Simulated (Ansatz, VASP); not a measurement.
# CCl (Cl-CC-Cl chair monolayer): VASP beside Ansatz, part 2 of 2

Aim: how closely do two programs agree when they are given the same cell, functional and k mesh? Of the first pair: The structure shown is the start of the Ansatz relaxation below; VASP solves that cell, so the two are compared at the walk's first step.

VASP 6.6.1 and Ansatz 0.2.0.

So far. Step 4 (Comparison): The forces differ by 70 meV/Å r.m.s., which is 8.3 % of the r.m.s. force of 0.844 eV/Å (both taken over all components). With vacuum in the cell, a pressure given here is an average over mostly empty space and none of the material.

## 5. Ansatz: relaxation, PBEsol with D3(BJ)

Level of this step: Ansatz beside VASP: Kohn-Sham DFT, plane waves, PBEsol with D3(BJ) (Ansatz).

This run makes the geometry at which the two programs are then compared.

The structure compared here is the end of the Ansatz relaxation.

The input, input.yaml:

```yaml
crystal:
  lattice:
    - [2.508, 0.0, 0.0]
    - [-1.254, 2.1719917127, 0.0]
    - [0.0, 0.0, 39.1666666664]
  atoms:
    - { symbol: Cl, position: [0.6666666667, 0.3333333333, 0.4480851064] }
    - { symbol: C, position: [0.6666666667, 0.3333333333, 0.4935319149] }
    - { symbol: C, position: [0.3333333333, 0.6666666667, 0.5064680851] }
    - { symbol: Cl, position: [0.3333333333, 0.6666666667, 0.5519148936] }
  periodic: [true, true, false]
kpoints:
  mp_grid: { grid: [18, 18, 1] }
hamiltonian:
  xc: pbesol
  dispersion: d3bj
scf:
  occupations: { method: fermi_dirac, width: 0.05 }
  convergence: { dr2_threshold: 1.0e-09 }
relax:
  f_tol: 0.004
  max_steps: 90
  cell: {}
output:
  write_potential: true
  write_density: true
  volumetric_format: npy
```

Launch:

```bash
$ ansatz run input.yaml --threads 4 --pin off --max-ram 6144MiB --backend cpu --events-out ev --progress --plain --runs-dir out
```

Numbers of over 12 decimals in the logs are rounded to 6 here.

Output:

```text
[...]
Crystal: 4 atoms, lattice volume = 213.355 Å³
Basis set: ecut = 420 eV, 4145 PW (Γ), exchange–correlation on 36×36×540 points (8 copies of the dense FFT grid, shifted against one another)
Bands: 15, of which v1, the nominal top of the filled ones, is band 11 counted from 1 (10 counted from 0)
Symmetry: 12 space group operations
[...]
--- Relaxed structure (10 steps of the walk, 10 accepted, 2 SCFs on fresh bases) ---
[...]
cell:  # Å, volume = 277.4047 Å³
    - [2.859784, 0, 0]
    - [-1.429892, 2.476646, 0]
    - [0, 0, 39.1666666664]
  atoms:
    - { symbol: Cl, position: [0.666667, 0.333333, 0.449117] }
    - { symbol: C, position: [0.666667, 0.333333, 0.493640] }
    - { symbol: C, position: [0.333333, 0.666667, 0.506360] }
    - { symbol: Cl, position: [0.333333, 0.666667, 0.550883] }
[key lines of the parts left out:]
SCF converged after 4 iterations
Free energy (F): -2612.850524 eV
Fermi energy:    -2.972500 eV
P = ½ c Tr σ = 0.0075 N/m
```

## 6. VASP: single point, PBEsol with D3(BJ), relaxed cell, pair 2

The same cell, functional, mesh and smearing now go to VASP, with its own data sets.

The input, INCAR:

```
SYSTEM = CCl
PREC = Accurate
ENCUT = 520
EDIFF = 1E-06
NELM = 120
ISMEAR = -1
SIGMA = 0.05
LREAL = .FALSE.
ALGO = Normal
GGA = PS
IVDW = 12
NBANDS = 17
LORBIT = 11
LWAVE = .FALSE.
LCHARG = .FALSE.
ISIF = 2
LDIPOL = .TRUE.
IDIPOL = 3
DIPOL = 0.5 0.5 0.5
LVHAR = .TRUE.
LASPH = .TRUE.
GGA_COMPAT = .FALSE.
EFERMI = MIDGAP
NELMDL = -8
```

The input, POSCAR:

```
CCl
1.0
    2.8597843108      0.0000000000      0.0000000000
   -1.4298921554      2.4766458625      0.0000000000
    0.0000000000      0.0000000000     39.1666666664
Cl C
2 2
Direct
    0.6666666666      0.3333333332      0.4491173326
    0.3333333332      0.6666666666      0.5508826674
    0.6666666666      0.3333333332      0.4936401905
    0.3333333332      0.6666666666      0.5063598095
```

The input, KPOINTS:

```
Automatic mesh
0
Gamma
18 18 1
0 0 0
```

The projector-augmented-wave data sets are Cl and C (PBE family, release 64).

Launch:

```bash
$ mpirun -np 1 vasp_std
```

Output:

```text
[banner, memory and clock lines left out]
running    1 mpi-ranks, on    1 nodes
[...]
[... a notice as in an earlier step ...]

 LDA part: xc-table for (Slater+PW92), standard interpolation
 POSCAR, INCAR and KPOINTS ok, starting setup
[...]
entering main loop
       N       E                     dE             d eps       ncg     rms          rms(c)
DAV:   1     0.214890150952E+03    0.21489E+03   -0.76223E+03  1282   0.931E+02
DAV:   2     0.111429670657E+02   -0.20375E+03   -0.18469E+03  2079   0.180E+02
DAV:   3    -0.204972036248E+02   -0.31640E+02   -0.31264E+02  1725   0.954E+01
DAV:   4    -0.211475476419E+02   -0.65034E+00   -0.64826E+00  1891   0.168E+01
[...]
DAV:  23    -0.207802123100E+02   -0.29402E-05   -0.53921E-08  1463   0.820E-04    0.143E-04
DAV:  24    -0.207802138494E+02   -0.15394E-05   -0.17965E-08  1303   0.461E-04    0.156E-04
DAV:  25    -0.207802142123E+02   -0.36290E-06   -0.31041E-09  1308   0.237E-04
   1 F= -.21211648E+02 E0= -.21211648E+02  d E =-.410413E-07
```

Parts of OUTCAR (step 6):

```text
 Edisp (eV)   -0.43143

  Total      -0.00904    -0.00904    -0.34660     0.00000    -0.00000     0.00000
  in kB      -0.05221    -0.05221    -2.00181     0.00000    -0.00000     0.00000
  external pressure =       -0.70 kB  Pullay stress =        0.00 kB

 POSITION                                       TOTAL-FORCE (eV/Angst)
 -----------------------------------------------------------------------------------
      1.42989      0.82555     17.59043        -0.000000     -0.000000      0.090343
     -0.00000      1.65110     21.57624         0.000000      0.000000     -0.090343
      1.42989      0.82555     19.33424        -0.000000     -0.000000     -0.089848
     -0.00000      1.65110     19.83243        -0.000000      0.000000      0.089848
 -----------------------------------------------------------------------------------
    total drift:                                0.000000      0.000001      0.000000

  FREE ENERGIE OF THE ION-ELECTRON SYSTEM (eV)
  ---------------------------------------------------
  free  energy   TOTEN  =       -21.2116482334 eV

  energy  without entropy=      -21.2116481924  energy(sigma->0) =      -21.21164821

[... 1 part as in an earlier step ...]

[... 2 further parts left out ...]
[key lines of the parts left out:]
E-fermi :  -1.0861
```

## 7. Side by side

Both answers:

```
              quantity  Ansatz   VASP  difference
gap on the k mesh (eV)   1.316  1.351      -0.035
```

Forces (eV/Å; atoms numbered as in POSCAR):

```
atom       Ansatz x, y, z          VASP x, y, z
 Cl1  0.000, 0.000, 0.000   0.000, 0.000, 0.090
 Cl2  0.000, 0.000, 0.000  0.000, 0.000, -0.090
  C3  0.000, 0.000, 0.000  0.000, 0.000, -0.090
  C4  0.000, 0.000, 0.000   0.000, 0.000, 0.090
```

The forces differ by 52 meV/Å r.m.s., where the r.m.s. force is 0.000 eV/Å in Ansatz and 0.052 eV/Å in VASP: the atoms lie near their places of rest in Ansatz, so a percentage would say little (all taken over all components). A gap on the mesh is an upper bound, since the band edges may lie between its points. With vacuum in the cell, a pressure given here is an average over mostly empty space and none of the material.

## 8. Outcome

- r.m.s. force difference (single point, PBEsol with D3(BJ), start cell, pair 1): 8.3 % of the r.m.s. force
- r.m.s. force difference (single point, PBEsol with D3(BJ), relaxed cell, pair 2): 52 meV/Å

The r.m.s. force difference is 52 meV/Å (single point, PBEsol with D3(BJ), relaxed cell, pair 2), beyond the 12 meV/Å picked in this series as the mark of a large difference. What causes the difference of the single point, PBEsol with D3(BJ), start cell, pair 1 pair stays open here. What causes the difference of the single point, PBEsol with D3(BJ), relaxed cell, pair 2 pair stays open here. Such differences can come from data sets, numerical settings and the points named under the comparisons, not from the functional's error against experiment.

[Lines on the potential files, build, host, timing and source positions are cut from VASP's logs without a mark.]

[Logs are printed without paths, hosts, clocks, repeated set-up lines and the standing remarks that a program may print on its own settings, such as how far it seeks lower states.]

[Hosts, paths, dates, database ids (printed as entryN), source tags and the programs' standing remarks are cut or masked in the printed files.]
